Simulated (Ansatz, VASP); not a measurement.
# TiTe2 in two plane-wave programs

One calculation is typed for both programs; each brings its own data sets. How far apart do they land? The structure shown comes from an earlier Ansatz run, which isn't shown and may have moved the atoms alone.

Main program and level: Ansatz 0.2.0; plane waves, with VASP 6.6.1 beside it; elastic constants at LDA.

## 1. Starting point

It takes space group P-3m1 (No. 164, trigonal). Conventional cell: a = 3.674 Å, b = 3.674 Å, c = 6.312 Å, α = 90.00°, β = 90.00°, γ = 120.00°. Nearest to Ti lie 6 Te at 2.72 Å. Te has 3 Ti at 2.72 Å nearest. Farther neighbours and most contacts between anions are not listed.

## 2. Ansatz: elastic constants, LDA

Ansatz runs on its default PAW (the set named soft_2) files.

Elastic constants are differences of stresses under small strains, so they test the stress and the mesh.

input.yaml

```yaml
crystal:
  lattice:
    - [3.6735271042, 0.0, 0.0]
    - [-1.8367635521, 3.1813677937, 0.0]
    - [0.0, 0.0, 6.3124982533]
  atoms:
    - { symbol: Ti, position: [0.0, 0.0, 0.0] }
    - { symbol: Te, position: [0.6666666667, 0.3333333333, 0.2693969138] }
    - { symbol: Te, position: [0.3333333333, 0.6666666667, 0.7306030862] }
kpoints:
  mp_grid: { grid: [9, 9, 4] }
hamiltonian:
  xc: lda
scf:
  occupations: { method: methfessel_paxton, width: 0.25 }
output:
  forces: true
  stress: true
  eigenvalues: true
elastic:
  mode: relaxed_ion
  stencil: two_point
  amplitude: 0.01
```

Run with:

```bash
$ ansatz run input.yaml --threads 8 --pin off --max-ram 16384MiB --backend cpu --events-out ev --progress --plain --runs-dir out
```

Numbers of over 12 decimals in the logs are rounded to 6 here.

The log of the run:

```text
Engine: ansatz 0.2.0, x86_64-unknown-linux-gnu
Pseudopotentials: kind: paw
Pseudopotential: Ti, paw, valence charge 12, recommended cutoff 420 eV (normal), Ti.paw.azcp
Pseudopotential: Te, paw, valence charge 16, recommended cutoff 420 eV (normal), Te.paw.azcp
Functional definition: SPW92
  exchange = slater_x
  correlation = pw_c
Crystal: 3 atoms, lattice volume = 73.773 Å³
Basis set: ecut = 420 eV, 1461 PW (Γ)
Bands: 27, of which v1, the nominal top of the filled ones, is band 22 counted from 1 (21 counted from 0)
Symmetry: 12 space group operations
Space group: P-3m1 (ITA 164), of the structure as read, at distance tolerance 4.2e-5 Å
k-points: 43 of 324
Non-local potential: Ti, projectors of the file, l = 0: 3, l = 1: 2, l = 2: 3, l = 3: 1
Non-local potential: Te, projectors of the file, l = 0: 2, l = 1: 2, l = 2: 2, l = 3: 2
PAW form: soft (Blöchl's): semilocal exchange-correlation on the pseudo side does not see the compensation charge
PAW frozen core: Ti, regenerated for the run's functional, and the local potential with it (the file was generated under x = pbe(κ = 0.804, μ = 0.219515), c = pbe(β = 0.066725))
PAW frozen core: Te, regenerated for the run's functional, and the local potential with it (the file was generated under x = pbe(κ = 0.804, μ = 0.219515), c = pbe(β = 0.066725))
PAW one-centre angular grid: Ti, 590 points (default); XC on 64 Gauss nodes
PAW one-centre angular grid: Te, 590 points (default); XC on 64 Gauss nodes
Initial density: superposition of atomic densities (neutral atoms: chi_scale 0, normalization atom), corrected by the library's trained network
Initial wavefunctions: pseudopotential atomic-orbital guess
Functional: x = slater, c = lda
SCF iter   1: F=—  HF=-16106.902773 eV  |F-HF|=—  |Δ(HF+E_count)|=         —  Δρ=6.51e-3  dr2=2.74e-2  ethr=1.77e-3  ⟨swp⟩=5.2  Hψ=4875  notcnv=0
preconditioner: auto → Kerker (q_TF=auto, 2.503 Å⁻¹)  [metal: Δε(μ)=0.037 eV  Ē_g=6.653 eV  σ=0.250 eV  W_gap=0.12  n_scr=22 (ndim 8)  ℏωp=17.3 eV  f_vac=0.007  D(μ)=1.25/eV (n_scr^D=2)]
SCF iter   2: F=—  HF=-16106.898002 eV  |F-HF|=—  |Δ(HF+E_count)|=   4.77e-3  S|Δr|=    0.00e0  Δρ=3.50e-3  dr2=7.75e-3  ethr=6.22e-5  ⟨swp⟩=1.0  Hψ=1505  notcnv=0
SCF iter   3: F=—  HF=-16106.896823 eV  |F-HF|=—  |Δ(HF+E_count)|=   1.18e-3  S|Δr|=    0.00e0  Δρ=4.03e-4  dr2=1.59e-4  ethr=1.76e-5  ⟨swp⟩=2.2  Hψ=2065  notcnv=0
SCF iter   4: F=—  HF=-16106.896771 eV  |F-HF|=—  |Δ(HF+E_count)|=   5.17e-5  S|Δr|=    0.00e0  Δρ=1.39e-4  dr2=2.00e-5  ethr=3.62e-7  ⟨swp⟩=2.0  Hψ=2061  notcnv=0
SCF iter   5: F=—  HF=-16106.896757 eV  |F-HF|=—  |Δ(HF+E_count)|=   1.43e-5  S|Δr|=    0.00e0  Δρ=5.60e-5  dr2=5.56e-6  ethr=4.54e-8  ⟨swp⟩=2.0  Hψ=1837  notcnv=0
SCF iter   6: F=—  HF=-16106.896755 eV  |F-HF|=—  |Δ(HF+E_count)|=   1.55e-6  S|Δr|=    0.00e0  Δρ=1.07e-5  dr2=1.51e-7  ethr=1.26e-8  ⟨swp⟩=2.8  Hψ=2040  notcnv=0
SCF iter   7: F=—  HF=-16106.896755 eV  |F-HF|=—  |Δ(HF+E_count)|=   2.48e-7  S|Δr|=    0.00e0  Δρ=4.05e-6  dr2=2.50e-8  ethr=3.42e-10  ⟨swp⟩=3.0  Hψ=2139  notcnv=0
SCF iter   8: F=—  HF=-16106.896755 eV  |F-HF|=—  |Δ(HF+E_count)|=   6.07e-9  S|Δr|=    0.00e0  Δρ=1.17e-6  dr2=1.57e-9  ethr=5.69e-11  ⟨swp⟩=2.0  Hψ=2063  notcnv=0
SCF iter   9: F=—  HF=-16106.896755 eV  |F-HF|=—  |Δ(HF+E_count)|=  3.47e-10  S|Δr|=    0.00e0  Δρ=4.15e-7  dr2=3.12e-10  ethr=3.58e-12  ⟨swp⟩=2.0  Hψ=2022  notcnv=0
SCF iter  10: F=—  HF=-16106.896755 eV  |F-HF|=—  |Δ(HF+E_count)|=  5.28e-11  S|Δr|=    0.00e0  Δρ=1.40e-7  dr2=1.84e-11  ethr=7.10e-13 (applied; sched 1.00e-12)  ⟨swp⟩=3.0  Hψ=2168  notcnv=0
SCF iter  11: F=—  HF=-16106.896755 eV  |F-HF|=—  |Δ(HF+E_count)|=    0.00e0  S|Δr|=    0.00e0  Δρ=3.98e-8  dr2=2.08e-12  ethr=4.19e-14 (applied; sched 1.00e-12)  ⟨swp⟩=2.1  Hψ=1700  notcnv=0
SCF iter  12: F=—  HF=-16106.896755 eV  |F-HF|=—  |Δ(HF+E_count)|=  3.64e-12  S|Δr|=    0.00e0  Δρ=1.10e-8  dr2=1.01e-13  ethr=4.73e-15 (applied; sched 1.00e-12)  ⟨swp⟩=2.4  Hψ=1753  notcnv=0
SCF iter  13: F=-16106.896755 eV  HF=-16106.896755 eV  |F-HF|=3.64e-12  |Δ(HF+E_count)|=  5.46e-12  S|Δr|=    0.00e0  Δρ=3.18e-9  dr2=8.43e-15  ethr=1.00e-12  ⟨swp⟩=4.0  Hψ=3596  notcnv=0
SCF 1 converged in 13 iterations: F = -16106.896755 eV  dr2 = 8.43e-15
  greatest PAW one-centre occupation: 0.999 electrons in one spin orbital (limit 2), on the Te atom at site 2 (counted from 0), in its partial waves of l = 2
relax step   1: F+E_penalty+E_count = -16106.89675487 eV  Δ(F+E_penalty+E_count) = +0.000e0 eV  max|allowed force component| = 4.099e-4 eV/Å  Δτ_max = 0.0000 Å  (13 SCF iters, accepted)
[...]
relax step   3: F+E_penalty+E_count = -16106.89612139 eV  Δ(F+E_penalty+E_count) = -6.364e-6 eV  max|allowed force component| = 7.745e-5 eV/Å  Δτ_max = 0.0009 Å  (9 SCF iters, accepted)
[...]
relax step   4: F+E_penalty+E_count = -16106.89612139 eV  Δ(F+E_penalty+E_count) = -1.161e-9 eV  max|allowed force component| = 1.835e-6 eV/Å  Δτ_max = 0.0000 Å  (5 SCF iters, accepted)
iter 1 solved again at ethr=1.00e-12 eV; its pass at ethr=3.10e-3 eV (dr2=1.44e-14 eV) is discarded
SCF iter   1: F=—  HF=-16106.896121 eV  |F-HF|=—  |Δ(HF+E_count)|=         —  Δρ=2.96e-9  dr2=8.37e-15  ethr=1.00e-12  ⟨swp⟩=2.2  Hψ=11788  notcnv=0
SCF iter   2: F=-16106.896121 eV  HF=-16106.896121 eV  |F-HF|=5.46e-12  |Δ(HF+E_count)|=  3.64e-12  S|Δr|=    0.00e0  Δρ=1.94e-9  dr2=4.10e-15  ethr=1.00e-12  ⟨swp⟩=4.3  Hψ=8441  notcnv=0
SCF 33 converged in 2 iterations: F = -16106.896121 eV  dr2 = 4.10e-15
SCF converged after 10 iterations
Stability not checked: this state was not tested for a lower state beside it, because cold or Methfessel-Paxton smearing, or corrected tetrahedra, fill the levels in a way that the test cannot read (fill_not_monotonic; see scf.lower_state_search)
Free energy (F): -16106.896755 eV
Harris-Foulkes:  -16106.896755 eV  (|F-HF|=0.00e0)
Internal energy: -16106.899219 eV  (E = F + TS)
E sigma→0 (E₀):  -16106.897371 eV
Entropy (-TS):   0.002464 eV (0.821 meV/atom)
Fermi energy:    11.313309 eV
--- Per-component energies (eV) ---
  E_band       = -621.642225
  E_kinetic    = 638.939782
  E_local      = -3190.226836  (includes V_loc(G=0)·N_el)
  E_nonlocal   = -596.688049
  E_hartree    = 1899.090453
  E_xc         = -346.444351
  E_vxc        = -334.096472  (∫ρ·V_xc dr)
  E_paw        = -10019.787856  (= ΣΔE_a)
  E_vpaw       = -937.751245  (= ΣTr[D̂ρ^β])
  E_aug_tail   = -0.000310  (compensation charges beyond the density's cutoff)
  E_ewald      = -4493.465325
  E_core_change = 1.683273  (= ΣΔE_core)
  E_smearing   = 0.002464  (= −TS)
  E_closure    = 0.000000  (closes the sum)
  Σ components = -16106.896755   (vs F -16106.896755, Δ=0.00e0)
--- Forces (eV/Å), atoms counted from 1 ---
  atom   1  Ti     0.00000000     0.00000000     0.00000000
  atom   2  Te     0.00000000     0.00000000     0.00000001
  atom   3  Te     0.00000000    -0.00000000    -0.00000001
  max |Σ_I F_I| component: 1.16e-18 eV/Å
--- Stress (GPa, compression-positive) ---
       -0.015605      -0.000000      -0.000000
       -0.000000      -0.015605       0.000000
       -0.000000       0.000000      -0.003106
  P = ⅓ Tr σ = -0.0114 GPa (-0.114 kbar)
--- Band table (eV; the first three rows and the last of 43) ---
  k-point 0: bands = [... 18 lower, 9.6357, 11.5413, 11.7332, 11.7332, 12.1163, 12.6354, 12.6354, 14.5522, ... 1 higher]
  k-point 1: bands = [... 18 lower, 9.6820, 10.2015, 11.7251, 11.7251, 12.3750, 12.4014, 12.4014, 14.8559, ... 1 higher]
  k-point 2: bands = [... 18 lower, 9.7320, 9.7320, 11.7180, 11.7180, 12.2003, 12.2003, 12.4428, 15.1379, ... 1 higher]
  k-point 42: bands = [... 18 lower, 7.4666, 7.7101, 9.5453, 9.5453, 12.3069, 12.3069, 12.3998, 14.6377, ... 1 higher]
--- Elastic constants: 3 strain directions × 2 members + reference (group order 12) ---
  dense FFT box of the reference and of every strained cell: 25×25×45
  strains applied: 11, 33, 23; error gains: componentwise 1.00 (the most a stress slope's error grows in a printed constant), spectral 1.41 (1 for all six strains in a standard setting)
  reference relaxed by the batch: 3 steps; max|allowed force component| 4.10e-4 eV/Å at the deck's positions, 8.57e-9 at the last accepted step, 8.72e-9 by the solve of record
  largest displacement 3.9e-5 Å; the constants are those of the deck's cell at these positions:
  atoms:
    - { symbol: Ti, position: [0, 0, 0.0] }
    - { symbol: Te, position: [0.666667, 0.333333, 0.269403] }
    - { symbol: Te, position: [0.333333, 0.666667, 0.730597] }
  C = ∂σ_k/∂η_j (tension-positive GPa; Voigt order 11 22 33 23 13 12):
        99.489     26.711     23.822      9.531     -0.000     -0.000
        26.711     99.489     23.822     -9.531     -0.000      0.000
        23.773     23.773     67.502      0.000     -0.000      0.000
         9.562     -9.562     -0.000     27.034      0.000     -0.000
         0.000      0.000      0.000      0.000     27.034      9.562
        -0.000     -0.000     -0.000     -0.000      9.531     36.389
  reference stress σ⁰ (GPa):      0.016      0.016      0.003     -0.000      0.000      0.000
  C* (energy form; C + prestress term) asymmetry max|C*_kj − C*_jk| = 6.176e-2 GPa — a small one proves nothing (zero by symmetry where the batch's group is 432, −43m or m−3m); a large one is finite-difference/SCF noise where every solve meets its electron count
  moduli (Voigt/Reuss/Hill, GPa): K = 46.12/44.49/45.31   G = 30.90/27.84/29.37   E = 72.46   ν = 0.233
  mechanically stable: yes (min eigenvalue of sym C = 21.08 GPa)
  strain η (Voigt 11):  stress-route row diagonal C_11 = 99.49 GPa, energy-path curvature d²(F+E_count+ΔE)/dδ²/Ω₀ = 99.36 GPa
         δ    σ_11 (GPa)             F (eV)   n_scf  n_hpsi   n_pw
    -1.000e-2      -1.0149      -16106.8944814       2   21824   1445   relax 4 steps, max|allowed force component| 4.60e-6 eV/Å
     1.000e-2       0.9749      -16106.8944532       2   21928   1469   relax 3 steps, max|allowed force component| 2.69e-5 eV/Å
  strain η (Voigt 33):  stress-route row diagonal C_33 = 67.50 GPa, energy-path curvature d²(F+E_count+ΔE)/dδ²/Ω₀ = 67.39 GPa
         δ    σ_33 (GPa)             F (eV)   n_scf  n_hpsi   n_pw
    -1.000e-2      -0.7278      -16106.8951310       2    9838   1446   relax 3 steps, max|allowed force component| 1.16e-5 eV/Å
     1.000e-2       0.6222      -16106.8952839       2    9786   1485   relax 3 steps, max|allowed force component| 2.85e-5 eV/Å
  strain η (Voigt 23):  stress-route row diagonal C_44 = 27.03 GPa, energy-path curvature d²(F+E_count+ΔE)/dδ²/Ω₀ = 27.04 GPa
         δ    σ_23 (GPa)             F (eV)   n_scf  n_hpsi   n_pw
    -1.000e-2      -0.2625      -16106.8961466       2   21843   1457   relax 6 steps, max|allowed force component| 5.26e-8 eV/Å
     1.000e-2       0.2782      -16106.8961214       2   21861   1457   relax 4 steps, max|allowed force component| 1.84e-6 eV/Å
```

[end of part 1 of 2]

[Lines on the potential files, build, host, timing and source positions are cut from VASP's logs without a mark.]

[Logs are printed without paths, hosts, clocks, repeated set-up lines and the standing remarks that a program may print on its own settings, such as how far it seeks lower states.]

[Hosts, paths, dates, database ids (printed as entryN), source tags and the programs' standing remarks are cut or masked in the printed files.]
